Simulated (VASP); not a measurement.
VASP ran on this input.

### POSCAR
```
Ga3InAs4
1
    0.0000000000     2.8853958341     2.8853958341
    2.8853958341     0.0000000000     2.8853958341
   11.5473073995    11.5473073995    -0.0057240630
In As Ga
1 4 3
Direct
  0.0026418701   0.0026418701   0.9980185974
  0.2339683791   0.2339683791   0.0745237157
  0.2449181881   0.2449181881   0.3163113589
  0.2547843510   0.2547843510   0.5589117368
  0.2645852401   0.2645852401   0.8015610699
  0.9899028594   0.9899028594   0.2575728554
  0.9999775898   0.9999775898   0.5000168077
  0.0092215224   0.0092215224   0.7430838582
```

File KPOINTS:
```
Automatic
0
gamma
 8 8 2
```

**INCAR**
```
ALGO = Normal
EDIFF = 1E-6
EDIFFG = -0.02
ENCUT = 400
GGA = PS
IBRION = 2
ISIF = 3
ISMEAR = 1
LASPH = T
LCHARG = F
LMAXMIX = 4
LREAL = F
LWAVE = F
NELM = 100
NSW = 60
PREC = Accurate
SIGMA = 0.1
SYSTEM = Ga3InAs4
```

POTCAR, in this order: In_d As Ga_d (PBE.64 set). Program: vasp_std.

**Question.** Write an equivalent input for Quantum ESPRESSO's pw.x.

**Answer.** One equivalent input (not run):
```
&CONTROL
  calculation = 'vc-relax'
  pseudo_dir = './pseudo'
  outdir = './out'
  tprnfor = .true.
  tstress = .true.
  nstep = 60
  forc_conv_thr = 0.00078
/
&SYSTEM
  ibrav = 0
  nat = 8
  ntyp = 3
  ecutwfc = 84
  occupations = 'smearing'
  smearing = 'methfessel-paxton'
  degauss = 0.00735
  input_dft = 'pbesol'
/
&ELECTRONS
  conv_thr = 7.3e-08
  electron_maxstep = 100
/
&IONS
/
&CELL
/
ATOMIC_SPECIES
  In 114.818 In.upf
  As 74.922 As.upf
  Ga 69.723 Ga.upf
CELL_PARAMETERS angstrom
     0.0000000    2.8853958    2.8853958
     2.8853958    0.0000000    2.8853958
    11.5473074   11.5473074   -0.0057241
ATOMIC_POSITIONS crystal
  In   0.0026419  0.0026419  0.9980186
  As   0.2339684  0.2339684  0.0745237
  As   0.2449182  0.2449182  0.3163114
  As   0.2547844  0.2547844  0.5589117
  As   0.2645852  0.2645852  0.8015611
  Ga   0.9899029  0.9899029  0.2575729
  Ga   0.9999776  0.9999776  0.5000168
  Ga   0.0092215  0.0092215  0.7430839
K_POINTS automatic
  8 8 2 0 0 0
```
Limits of the translation: the potentials are each code's own (VASP's PAW set, PseudoDojo norm-conserving files in pw.x), so ENCUT and ecutwfc are chosen apart and not converted; conv_thr bounds pw.x's estimated SCF error, while EDIFF bounds the energy change between steps; forc_conv_thr acts on force components and is met together with etot_conv_thr.

The structure was generated: Ga3InAs4 was put into an ordered model structure (R3m), which need not be its known phase. This run relaxes it. Symmetry was kept, so distortions that lower it aren't found. The start is the result of an earlier pass.
